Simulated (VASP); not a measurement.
All values below come from PBE GGA, VASP's PBE PAW potentials (set 64) (plane waves; VASP).

A VASP calculation is set up with these files.

KPOINTS:
```
Automatic mesh
0
Gamma
10 10 7
0 0 0
```

POSCAR:
```
PtSe2
1
    1.8263439587    -3.1633299452     0.0000000000
    1.8263439587     3.1633299452     0.0000000000
    0.0000000000     0.0000000000     4.2437496513
Pt Se
1 2
Direct
  0.0000000000   0.0000000000   0.0000000000
  0.3333330000   0.6666670000   0.2915815251
  0.6666670000   0.3333330000   0.7084184749
```

**INCAR**
```
ALGO = Normal
EDIFF = 1E-6
EDIFFG = -0.02
ENCUT = 500
GGA = PE
IBRION = 2
ISIF = 3
ISMEAR = 1
LASPH = .TRUE.
LCHARG = .FALSE.
LMAXMIX = 6
LREAL = .FALSE.
LWAVE = .FALSE.
NELM = 100
NSW = 40
PREC = Accurate
PSTRESS = 450
SIGMA = 0.1
SYSTEM = PtSe2
```

POTCAR, in this order: Pt Se (PBE.64 set). Program: vasp_std.

Energy and stress use the plane-wave basis of the starting cell. Without a dispersion term in the relaxation, distances and binding between the weakly bound layers, chains or molecules are unreliable, and so is what depends on them. Unless said otherwise, spin-orbit coupling is left out, though it shifts the bands of the heavy elements here.

Question: What does the run give for the energy per atom (σ→0), volume per atom, band gap (on the k-mesh)?

Answer: 
| Quantity | Result |
|---|---|
| energy per atom (σ→0) | -4.200 eV/atom |
| band gap (on the k-mesh) | none (metal, semimetal or under 0.01 eV) |
| volume per atom | 15.37 Å³/atom |

### OSZICAR
```
...
  12 F= 0.35537206E+00 E0= 0.35521224E+00  d E =-.960259E-04
       N       E                     dE             d eps       ncg     rms          rms(c)
DAV:   1    -0.125988863524E+02    0.38680E-03   -0.29828E-03  2554   0.395E-01    0.323E-02
DAV:   2    -0.125988586015E+02    0.27751E-04   -0.89820E-05  2890   0.801E-02    0.172E-02
DAV:   3    -0.125988530050E+02    0.55965E-05   -0.16403E-05  2912   0.347E-02    0.819E-03
DAV:   4    -0.125988519035E+02    0.11015E-05   -0.29822E-06  2412   0.143E-02    0.328E-03
DAV:   5    -0.125988518716E+02    0.31904E-07   -0.30414E-07  1277   0.445E-03
  13 F= 0.35533691E+00 E0= 0.35518894E+00  d E =-.131175E-03
```

The compound is PtSe2 in the 1T layered structure. This run relaxes it under an external pressure of 45 GPa. Symmetry was kept, so distortions that lower it aren't found.
